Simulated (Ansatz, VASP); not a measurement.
# Cross-check of HfSiO4 (Hafnon) between VASP and Ansatz, part 2 of 2

One calculation is typed for both programs; each brings its own data sets. How far apart do they land? The cell is taken from a series of runs on this material, whose earlier steps may have relaxed, scaled, displaced or heated it; both programs get it as it stands.

VASP 6.6.1 and Ansatz 0.2.0.

So far: Set-up; VASP: relaxation of cell and atoms, LDA.

### 3. Ansatz: relaxation of cell and atoms, LDA

Level of this step: Ansatz beside VASP: Kohn-Sham DFT, plane waves, LDA (Ansatz).

Ansatz runs on its PAW soft_1 files.

The same cell, functional (in two slightly different forms) and mesh now go to Ansatz, which takes its cutoff from its data sets.

Contents of input.yaml:

```yaml
crystal:
  lattice:
    - [-3.2619649915, 3.2619649915, 2.9616037083]
    - [3.2619649915, -3.2619649915, 2.9616037083]
    - [3.2619649915, 3.2619649915, -2.9616037083]
  atoms:
    - { symbol: Hf, position: [0.75, 0.25, 0.5] }
    - { symbol: Hf, position: [0.0, 0.0, 0.0] }
    - { symbol: Si, position: [0.25, 0.75, 0.5] }
    - { symbol: Si, position: [0.5, 0.5, 0.0] }
    - { symbol: O, position: [0.1330008516, 0.3180574533, 0.8149433983] }
    - { symbol: O, position: [0.0680574533, 0.7531140549, 0.6850566017] }
    - { symbol: O, position: [0.5031140549, 0.3180574533, 0.1850566017] }
    - { symbol: O, position: [0.0680574533, 0.3830008516, 0.3149433983] }
    - { symbol: O, position: [0.6169991484, 0.9319425467, 0.6850566017] }
    - { symbol: O, position: [0.6819425467, 0.8669991484, 0.1850566017] }
    - { symbol: O, position: [0.2468859451, 0.9319425467, 0.3149433983] }
    - { symbol: O, position: [0.6819425467, 0.4968859451, 0.8149433983] }
kpoints:
  mp_grid: { grid: [6, 6, 6] }
hamiltonian:
  xc: lda
  pseudopotentials: { kind: paw, azcp: { folder: soft_1 }, xc_functional: pbe }
scf:
  occupations: { method: fixed }
  lower_state_search: "off"
output:
  forces: true
  stress: true
  eigenvalues: true
relax:
  adjacent_minimum: "off"
  f_tol: 0.001
  max_steps: 60
  cell: { stress_tol: 0.01 }
```

Launch:

```sh
$ ansatz run input.yaml --threads 18 --pin off --max-ram 92160MiB --backend cuda --events-out ev --progress --plain --runs-dir out --max-vram 78GiB
```

Numbers of over 12 decimals in the logs are rounded to 6 here.

Log:

```text
Engine: ansatz 0.2.0, aarch64-unknown-linux-gnu
Pseudopotentials: kind: paw
Pseudopotential: Hf, paw, valence charge 26, recommended cutoff 420 eV (normal), soft_1/Hf.paw.azcp
Pseudopotential: Si, paw, valence charge 4, recommended cutoff 420 eV (normal), soft_1/Si.paw.azcp
Pseudopotential: O, paw, valence charge 6, recommended cutoff 420 eV (normal), soft_1/O.paw.azcp
Functional definition: SPW92
  exchange = slater_x
  correlation = pw_c
[...]
Crystal: 12 atoms, lattice volume = 126.051 Å³
Basis set: ecut = 420 eV, 2441 PW (Γ)
Bands: 66, of which v1, the nominal top of the filled ones, is band 54 counted from 1 (53 counted from 0)
Symmetry: 16 space group operations
Space group: I41/amd (ITA 141), of the structure as read, at distance tolerance 5.0e-5 Å
k-points: 30 of 216
Non-local potential: Hf, projectors of the file, l = 0: 3, l = 1: 2, l = 2: 2, l = 3: 3
Non-local potential: Si, projectors of the file, l = 0: 2, l = 1: 2, l = 2: 1
Non-local potential: O, projectors of the file, l = 0: 2, l = 1: 2, l = 2: 1
PAW form: soft (Blöchl's): semilocal exchange-correlation on the pseudo side does not see the compensation charge
PAW frozen core: Hf, regenerated for the run's functional, and the local potential with it (the file was generated under x = pbe(κ = 0.804, μ = 0.219515), c = pbe(β = 0.066725))
PAW frozen core: Si, regenerated for the run's functional, and the local potential with it (the file was generated under x = pbe(κ = 0.804, μ = 0.219515), c = pbe(β = 0.066725))
PAW frozen core: O, regenerated for the run's functional, and the local potential with it (the file was generated under x = pbe(κ = 0.804, μ = 0.219515), c = pbe(β = 0.066725))
PAW one-centre angular grid: Hf, 590 points (default); XC on 64 Gauss nodes
PAW one-centre angular grid: Si, 110 points (default); XC on 64 Gauss nodes
PAW one-centre angular grid: O, 110 points (default); XC on 64 Gauss nodes
Initial density: superposition of atomic densities (chi_scale 0.1, normalization cell, long waves kept (reshape's long-wave potential 0.03 eV rms))
Initial wavefunctions: pseudopotential atomic-orbital guess
[...]
Functional: x = slater, c = lda
SCF iter   1: F=—  HF=-36642.230310 eV  |F-HF|=—  |Δ(HF+E_count)|=         —  Δρ=1.14e-1  dr2=2.53e1  ethr=3.10e-3  ⟨swp⟩=5.0  Hψ=6800  notcnv=0  defer=284
preconditioner: auto → Resta (q_TF=auto, 2.659 Å⁻¹)  ε∞=4.9  [insulator: Δε(μ)=3.278 eV  Ē_g=16.084 eV  n_scr=42 (ndim 8)  ℏωp=31.7 eV  f_vac=0.000  ε∞_Penn≈4.9]
SCF iter   2: F=—  HF=-36635.621184 eV  |F-HF|=—  |Δ(HF+E_count)|=    6.61e0  Δρ=5.06e-2  dr2=4.53e0  ethr=3.10e-3  ⟨swp⟩=3.0  Hψ=4160  notcnv=0  defer=280
[...]
SCF iter  10: F=-36633.723576 eV  HF=-36633.723577 eV  |F-HF|=9.70e-9  |Δ(HF+E_count)|=   6.77e-7  Δρ=2.92e-6  dr2=1.07e-8  ethr=9.26e-11  ⟨swp⟩=12.0  Hψ=12943  notcnv=0
SCF 1 converged in 10 iterations: F = -36633.723576 eV  dr2 = 1.07e-8
  greatest PAW one-centre occupation: 0.999 electrons in one spin orbital (limit 2), on the Hf atom at site 0 (counted from 0), in its partial waves of l = 3
relax step   1: F+E_penalty+E_count = -36633.72357650 eV  Δ(F+E_penalty+E_count) = +0.000e0 eV  max|allowed force component| = 2.103e-4 eV/Å  Δτ_max = 0.0000 Å  P = -0.004 GPa  Ω = 126.051 Å³  (10 SCF iters, dr2 threshold 1.00e-7 eV, accepted)
[...]
iter 1 solved again at ethr=2.52e-8 eV; its pass at ethr=3.10e-3 eV (dr2=2.72e-5 eV) is discarded
SCF iter   1: F=—  HF=-36633.723337 eV  |F-HF|=—  |Δ(HF+E_count)|=         —  Δρ=2.99e-6  dr2=1.17e-8  ethr=2.52e-8  ⟨swp⟩=3.9  Hψ=13393  notcnv=0  defer=300
preconditioner: auto → Resta (q_TF=auto, 2.659 Å⁻¹)  ε∞=4.7  [insulator: Δε(μ)=5.424 eV  Ē_g=17.643 eV  n_scr=42 (ndim 8)  ℏωp=33.7 eV  f_vac=0.032  ε∞_Penn≈4.7]
SCF iter   2: F=—  HF=-36633.723577 eV  |F-HF|=—  |Δ(HF+E_count)|=   2.39e-4  Δρ=2.11e-6  dr2=6.20e-9  ethr=1.09e-11  ⟨swp⟩=3.0  Hψ=4947  notcnv=0  defer=282
SCF iter   3: F=—  HF=-36633.723577 eV  |F-HF|=—  |Δ(HF+E_count)|=  4.37e-11  Δρ=1.11e-6  dr2=1.92e-9  ethr=5.74e-12  ⟨swp⟩=2.0  Hψ=2238  notcnv=0  defer=282
[...]
SCF 2 converged in 6 iterations: F = -36633.723577 eV  dr2 = 1.65e-12
[...]
relax step   2: F+E_penalty+E_count = -36633.72357651 eV  Δ(F+E_penalty+E_count) = -6.257e-9 eV  max|allowed force component| = 2.187e-4 eV/Å  Δτ_max = 0.0000 Å  P = -0.003 GPa  Ω = 126.051 Å³  stress off target by 3.81e-3 GPa  SCF on the basis re-selected at this cell (its energy is not comparable with the rows above)  (6 SCF iters)
[...]
SCF converged after 6 iterations
[...]
atom   1  Hf     0.00000000    -0.00000000     0.00000000
  atom   2  Hf     0.00000000    -0.00000000     0.00000000
  atom   3  Si    -0.00000000    -0.00000000     0.00000000
  atom   4  Si    -0.00000000    -0.00000000     0.00000000
  atom   5  O      0.00000000     0.00002301     0.00021873
  atom   6  O     -0.00002301     0.00000000     0.00021873
  atom   7  O      0.00000000    -0.00002301     0.00021873
  atom   8  O      0.00002301    -0.00000000     0.00021873
  atom   9  O     -0.00000000    -0.00002301    -0.00021873
  atom  10  O     -0.00002301    -0.00000000    -0.00021873
  atom  11  O     -0.00000000     0.00002301    -0.00021873
  atom  12  O      0.00002301    -0.00000000    -0.00021873
  max |Σ_I F_I| component: 2.13e-17 eV/Å
--- Stress (GPa, compression-positive) ---
       -0.003127       0.000000       0.000000
        0.000000      -0.003127       0.000000
        0.000000       0.000000      -0.003806
  P = ⅓ Tr σ = -0.0034 GPa (-0.034 kbar)
--- Band table (eV; the first three rows and the last of 30) ---
  k-point 0: bands = [... 50 lower, 8.8203, 8.8434, 8.8434, 9.3802, 15.2282, 15.5544, 15.5735, 15.7260, ... 5 higher]
  k-point 1: bands = [... 50 lower, 8.6127, 8.7185, 8.8413, 9.2576, 15.1119, 15.2773, 15.6056, 15.6985, ... 5 higher]
  k-point 2: bands = [... 50 lower, 8.4868, 8.6182, 8.7656, 8.9716, 14.9149, 14.9178, 15.6995, 15.7527, ... 5 higher]
  k-point 29: bands = [... 50 lower, 8.2756, 8.2756, 8.5324, 8.5324, 15.7544, 15.7544, 16.1267, 16.1267, ... 5 higher]
--- Relaxed structure (1 steps of the walk, 1 accepted, 1 SCFs on fresh bases) ---
  F+E_penalty+E_count = -36633.72357651 eV   max|allowed force component| = 2.187e-4 eV/Å   (the final SCF, on the basis selected at the relaxed cell)
  cell:  # Å, volume = 126.0508 Å³
    - [-3.2619649915, 3.2619649915, 2.9616037083]
    - [3.2619649915, -3.2619649915, 2.9616037083]
    - [3.2619649915, 3.2619649915, -2.9616037083]
  atoms:
    - { symbol: Hf, position: [0.75, 0.250000, 0.5] }
    - { symbol: Hf, position: [0.0, 0.0, 0.0] }
    - { symbol: Si, position: [0.250000, 0.75, 0.5] }
    - { symbol: Si, position: [0.5, 0.5, 0.0] }
    - { symbol: O, position: [0.133001, 0.318057, 0.814943] }
    - { symbol: O, position: [0.068057, 0.753114, 0.685056601675] }
    - { symbol: O, position: [0.503114, 0.318057, 0.185057] }
    - { symbol: O, position: [0.068057, 0.383001, 0.314943398325] }
    - { symbol: O, position: [0.616999, 0.931942546725, 0.685056601675] }
    - { symbol: O, position: [0.681943, 0.866999, 0.185057] }
    - { symbol: O, position: [0.246886, 0.931942546725, 0.314943] }
    - { symbol: O, position: [0.681942546725, 0.496886, 0.814943] }
```

### 4. Comparison

Known differences besides the potentials themselves: the two LDA forms differ slightly; fixed occupations in Ansatz, narrow Gaussian smearing in VASP; the data sets hold 108 valence electrons in Ansatz (on its PAW soft_1 files) and 76 in VASP; the cutoff is 420 eV in Ansatz and 600 eV in VASP; VASP's log shows a relativistic correction to its local exchange, Ansatz's none. Total energies have different zeros and are not compared.

Both answers:

| quantity | Ansatz | VASP | difference |
| --- | --- | --- | --- |
| volume (Å³) | 126.05 | 125.17 | +0.71 % |
| edge a after relaxation, in the typed setting (Å) | 5.482 | 5.469 | +0.24 % |

### 5. Summary of results

| Property | Result |
| --- | --- |
| difference in volume (relaxation of cell and atoms, LDA) | 0.71 % |

**Reading.** The difference in volume is 0.71 % (relaxation of cell and atoms, LDA), within the 1.2 % picked in this series as the mark of a large difference, as far as the stopping tolerances let one tell. The data sets hold unlike numbers of valence electrons (108 in Ansatz and 76 in VASP), so part of the differences comes from the potentials. Such differences can come from data sets, numerical settings and the points named under the comparisons, not from the functional's error against experiment.

[Lines on the potential files, build, host, timing and source positions are cut from VASP's logs without a mark.]

[Logs are printed without paths, hosts, clocks, repeated set-up lines and the standing remarks that a program may print on its own settings, such as how far it seeks lower states.]

[Hosts, paths, dates, database ids (printed as entryN), source tags and the programs' standing remarks are cut or masked in the printed files.]
